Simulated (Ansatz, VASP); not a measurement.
# CaH2S2 in two plane-wave programs, part 2 of 3

Aim: how closely do two programs agree when they are given the same cell, functional and k mesh? The cell is generated by rule, not measured, and may not be a known phase. The cell is taken from a series of runs on this material, whose earlier steps may have relaxed, scaled, displaced or heated it; both programs get it as it stands.

VASP 6.6.1 and Ansatz 0.2.0.

So far: Starting point; VASP: zone-centre phonons, PBEsol.

### Step 2. VASP: zone-centre phonons, PBEsol (continued)

Level of this step: PBEsol; plane waves and PAW (Ca_sv, H, S); invented cell (VASP).

OUTCAR, selected parts (step 2):

```text
ion  position               nearest neighbor table
   1  0.000  0.000  0.000-   4 2.82   5 2.82   5 2.82   4 2.82   5 2.82   4 2.82
   2  0.333  0.667  0.538-   4 1.36
   3  0.667  0.333  0.462-   5 1.36
   4  0.333  0.667  0.773-   2 1.36   1 2.82   1 2.82   1 2.82
   5  0.667  0.333  0.227-   3 1.36   1 2.82   1 2.82   1 2.82

  LATTYP: Found a hexagonal cell.
 ALAT       =     4.3229411528
 C/A-ratio  =     1.3374491327

 Subroutine GETGRP returns: Found 12 space group operations
 (whereof 12 operations were pure point group operations)

The static configuration has the point symmetry D_3d.

 Found     24 irreducible k-points:

   k-points           NKPTS =     24   k-points in BZ     NKDIM =     24   number of bands    NBANDS=     18

   dimension x,y,z NGX =    32 NGY =   32 NGZ =   42
   dimension x,y,z NGXF=    64 NGYF=   64 NGZF=   84

   ENCUT  =  500.0 eV  36.75 Ry    6.06 a.u.   7.88  7.88 10.54*2*pi/ulx,y,z

   NELECT =      24.0000    total number of electrons

 k-points in reciprocal lattice and weights: Automatic mesh
   0.00000000  0.00000000  0.00000000       0.007
   0.16666667  0.00000000  0.00000000       0.042
   0.33333333  0.00000000  0.00000000       0.042
   0.50000000  0.00000000  0.00000000       0.021
   0.16666667  0.16666667  0.00000000       0.042
   0.33333333  0.16666667  0.00000000       0.083
   0.33333333  0.33333333  0.00000000       0.014
   0.00000000  0.00000000  0.25000000       0.014
   0.16666667  0.00000000  0.25000000       0.042
[...]
0.33333333  0.16666667  0.50000000       0.083
   0.33333333  0.33333333  0.50000000       0.014

 average (electrostatic) potential at core
       1 -46.9996       2 -35.9294       3 -35.9294       4 -89.1416       5 -89.1416

  Total        0.0452999      0.0452999     -0.0183246      0.0000000      0.0000000      0.0000000
  in kB        0.7756426      0.7756426     -0.3137607      0.0000000      0.0000000      0.0000000
  external PRESSURE =       0.4125082 kB  Pullay stress =       0.0000000 kB

  energy-cutoff  :      500.00
  volume of cell :       93.57
      direct lattice vectors                 reciprocal lattice vectors
     4.322941153  0.000000000  0.000000000     0.231323991  0.133554968  0.000000000
    -2.161470576  3.743776857  0.000000000     0.000000000  0.267109937  0.000000000
     0.000000000  0.000000000  5.781713896     0.000000000  0.000000000  0.172959094

 POSITION                                       TOTAL-FORCE (eV/Angst)
 -----------------------------------------------------------------------------------
      0.00000      0.00000      0.00000         0.000000      0.000000      0.000000
[...]
2     0.00000    -1.33997     0.00000
    3     0.00000    -0.00000    -1.15010
 ion    5
    1    -1.33997     0.00000     0.00000
    2     0.00000    -1.33997     0.00000
    3     0.00000    -0.00000    -1.15010

 Eigenvectors and eigenvalues of the dynamical matrix
 ----------------------------------------------------

   1 f  =   77.148666 THz   484.739367 2PiTHz 2573.402512 cm-1   319.061104 meV
             X         Y         Z           dx          dy          dz
      0.000000  0.000000  0.000000     0.000000    0.000000   -0.004057
     -0.000000  2.495851  3.111302    -0.000000   -0.000000    0.696714
      2.161471  1.247926  2.670412     0.000000    0.000000    0.696714
     -0.000000  2.495851  4.467929     0.000000   -0.000000   -0.120752
      2.161471  1.247926  1.313785    -0.000000   -0.000000   -0.120752

   2 f  =   76.965905 THz   483.591043 2PiTHz 2567.306244 cm-1   318.305263 meV
             X         Y         Z           dx          dy          dz
      0.000000  0.000000  0.000000     0.000000   -0.000000    0.000000
     -0.000000  2.495851  3.111302    -0.000000    0.000000    0.696385
      2.161471  1.247926  2.670412     0.000000   -0.000000   -0.696385
     -0.000000  2.495851  4.467929     0.000000   -0.000000   -0.122671
      2.161471  1.247926  1.313785    -0.000000    0.000000    0.122671

   3 f  =   14.100031 THz    88.593111 2PiTHz  470.326424 cm-1    58.313018 meV
             X         Y         Z           dx          dy          dz
      0.000000  0.000000  0.000000    -0.000000   -0.000000    0.000000
     -0.000000  2.495851  3.111302     0.000002    0.703518   -0.000000
      2.161471  1.247926  2.670412    -0.000002   -0.703518   -0.000000
     -0.000000  2.495851  4.467929    -0.000000   -0.071156   -0.000000
      2.161471  1.247926  1.313785     0.000000    0.071156   -0.000000

   4 f  =   14.100031 THz    88.593111 2PiTHz  470.326424 cm-1    58.313018 meV
             X         Y         Z           dx          dy          dz
      0.000000  0.000000  0.000000     0.000000    0.000000   -0.000000
     -0.000000  2.495851  3.111302     0.703518   -0.000002    0.000000
      2.161471  1.247926  2.670412    -0.703518    0.000002   -0.000000
     -0.000000  2.495851  4.467929    -0.071156    0.000000    0.000000
      2.161471  1.247926  1.313785     0.071156   -0.000000    0.000000

   5 f  =    7.685904 THz    48.291958 2PiTHz  256.374156 cm-1    31.786330 meV
             X         Y         Z           dx          dy          dz
      0.000000  0.000000  0.000000    -0.000043    0.475974   -0.000000
     -0.000000  2.495851  3.111302    -0.000046    0.510271   -0.000000
      2.161471  1.247926  2.670412    -0.000046    0.510271    0.000000
     -0.000000  2.495851  4.467929     0.000032   -0.355455   -0.000000
      2.161471  1.247926  1.313785     0.000032   -0.355455    0.000000

   6 f  =    7.685904 THz    48.291958 2PiTHz  256.374156 cm-1    31.786330 meV
             X         Y         Z           dx          dy          dz
      0.000000  0.000000  0.000000    -0.475974   -0.000043   -0.000000
     -0.000000  2.495851  3.111302    -0.510271   -0.000046    0.000000
      2.161471  1.247926  2.670412    -0.510271   -0.000046    0.000000
     -0.000000  2.495851  4.467929     0.355455    0.000032    0.000000
      2.161471  1.247926  1.313785     0.355455    0.000032    0.000000

   7 f  =    6.819402 THz    42.847564 2PiTHz  227.470751 cm-1    28.202766 meV
             X         Y         Z           dx          dy          dz
      0.000000  0.000000  0.000000     0.000000   -0.000000    0.789528
     -0.000000  2.495851  3.111302    -0.000000    0.000000   -0.071875
      2.161471  1.247926  2.670412    -0.000000    0.000000   -0.071875
     -0.000000  2.495851  4.467929     0.000000   -0.000000   -0.427968
      2.161471  1.247926  1.313785    -0.000000    0.000000   -0.427968

   8 f  =    6.373908 THz    40.048442 2PiTHz  212.610669 cm-1    26.360352 meV
             X         Y         Z           dx          dy          dz
      0.000000  0.000000  0.000000    -0.000016    0.630002    0.000000
     -0.000000  2.495851  3.111302     0.000013   -0.479839   -0.000000
      2.161471  1.247926  2.670412     0.000013   -0.479839    0.000000
     -0.000000  2.495851  4.467929     0.000007   -0.267027   -0.000000
      2.161471  1.247926  1.313785     0.000007   -0.267027    0.000000

   9 f  =    6.373908 THz    40.048442 2PiTHz  212.610669 cm-1    26.360352 meV
             X         Y         Z           dx          dy          dz
      0.000000  0.000000  0.000000    -0.630002   -0.000016    0.000000
     -0.000000  2.495851  3.111302     0.479839    0.000013   -0.000000
      2.161471  1.247926  2.670412     0.479839    0.000013   -0.000000
     -0.000000  2.495851  4.467929     0.267027    0.000007   -0.000000
      2.161471  1.247926  1.313785     0.267027    0.000007   -0.000000

  10 f  =    6.082555 THz    38.217820 2PiTHz  202.892197 cm-1    25.155415 meV
             X         Y         Z           dx          dy          dz
      0.000000  0.000000  0.000000    -0.000000   -0.000000   -0.000000
     -0.000000  2.495851  3.111302     0.000000    0.000000   -0.122671
      2.161471  1.247926  2.670412     0.000000    0.000000    0.122671
     -0.000000  2.495851  4.467929     0.000000    0.000000   -0.696385
      2.161471  1.247926  1.313785     0.000000   -0.000000    0.696385

  11 f  =    4.644123 THz    29.179888 2PiTHz  154.911281 cm-1    19.206542 meV
             X         Y         Z           dx          dy          dz
      0.000000  0.000000  0.000000     0.000000   -0.000000    0.000000
     -0.000000  2.495851  3.111302    -0.000010    0.071156    0.000000
      2.161471  1.247926  2.670412     0.000010   -0.071156   -0.000000
     -0.000000  2.495851  4.467929    -0.000098    0.703517    0.000000
      2.161471  1.247926  1.313785     0.000098   -0.703517   -0.000000

  12 f  =    4.644123 THz    29.179888 2PiTHz  154.911281 cm-1    19.206542 meV
             X         Y         Z           dx          dy          dz
      0.000000  0.000000  0.000000     0.000000   -0.000000    0.000000
     -0.000000  2.495851  3.111302    -0.071156   -0.000010   -0.000000
      2.161471  1.247926  2.670412     0.071156    0.000010   -0.000000
     -0.000000  2.495851  4.467929    -0.703517   -0.000098   -0.000000
      2.161471  1.247926  1.313785     0.703517    0.000098   -0.000000

  13 f/i=    0.005235 THz     0.032892 2PiTHz    0.174616 cm-1     0.021650 meV
             X         Y         Z           dx          dy          dz
      0.000000  0.000000  0.000000     0.000000    0.000000   -0.613701
     -0.000000  2.495851  3.111302     0.000000    0.000000   -0.097073
      2.161471  1.247926  2.670412     0.000000    0.000000   -0.097073
     -0.000000  2.495851  4.467929     0.000000    0.000000   -0.549784
      2.161471  1.247926  1.313785     0.000000    0.000000   -0.549784

  14 f/i=    0.006683 THz     0.041988 2PiTHz    0.222910 cm-1     0.027637 meV
             X         Y         Z           dx          dy          dz
      0.000000  0.000000  0.000000     0.011666   -0.613523   -0.000000
     -0.000000  2.495851  3.111302     0.001841   -0.096822   -0.000000
      2.161471  1.247926  2.670412     0.001841   -0.096822   -0.000000
     -0.000000  2.495851  4.467929     0.010454   -0.549763   -0.000000
      2.161471  1.247926  1.313785     0.010454   -0.549763   -0.000000

  15 f/i=    0.006683 THz     0.041988 2PiTHz    0.222910 cm-1     0.027637 meV
             X         Y         Z           dx          dy          dz
      0.000000  0.000000  0.000000    -0.613523   -0.011666   -0.000000
     -0.000000  2.495851  3.111302    -0.096822   -0.001841   -0.000000
      2.161471  1.247926  2.670412    -0.096822   -0.001841   -0.000000
     -0.000000  2.495851  4.467929    -0.549763   -0.010454   -0.000000
      2.161471  1.247926  1.313785    -0.549763   -0.010454   -0.000000

 MACROSCOPIC STATIC DIELECTRIC TENSOR IONIC CONTRIBUTION
 ------------------------------------------------------
           2.552866    -0.000000     0.000000
          -0.000000     2.552866    -0.000000
           0.000000    -0.000000     1.292996
 ------------------------------------------------------

 ELASTIC MODULI CONTR FROM IONIC RELAXATION (kBar)
 Direction    XX          YY          ZZ          XY          YZ          ZX
 --------------------------------------------------------------------------------
 XX        -246.0365      9.2911   -143.8579      0.0000    -97.4732      0.0000
 YY           9.2911   -246.0365   -143.8579      0.0000     97.4732      0.0000
 ZZ        -143.8579   -143.8579  -1681.7892     -0.0000      0.0000     -0.0000
 XY           0.0000      0.0000     -0.0000   -127.6638     -0.0000    -99.5041
 YZ         -97.4732     97.4732      0.0000     -0.0000   -179.4442      0.0000
 ZX           0.0000      0.0000     -0.0000    -99.5041      0.0000   -183.6720
 --------------------------------------------------------------------------------

 PIEZOELECTRIC TENSOR IONIC CONTR  for field in x, y, z        (C/m^2)
          XX          YY          ZZ          XY          YZ          ZX
  --------------------------------------------------------------------------------
  x    -0.00000    -0.00000     0.00000    -0.00000     0.00000    -0.00000
  y    -0.00000    -0.00000    -0.00000    -0.00000    -0.00000     0.00000
  z     0.00000     0.00000    -0.00000     0.00000    -0.00000     0.00000
```

(Part 2 of 3 ends here.)

[Lines on the potential files, build, host, timing and source positions are cut from VASP's logs without a mark.]

[Logs are printed without paths, hosts, clocks, repeated set-up lines and the standing remarks that a program may print on its own settings, such as how far it seeks lower states.]

[Hosts, paths, dates, database ids (printed as entryN), source tags and the programs' standing remarks are cut or masked in the printed files.]
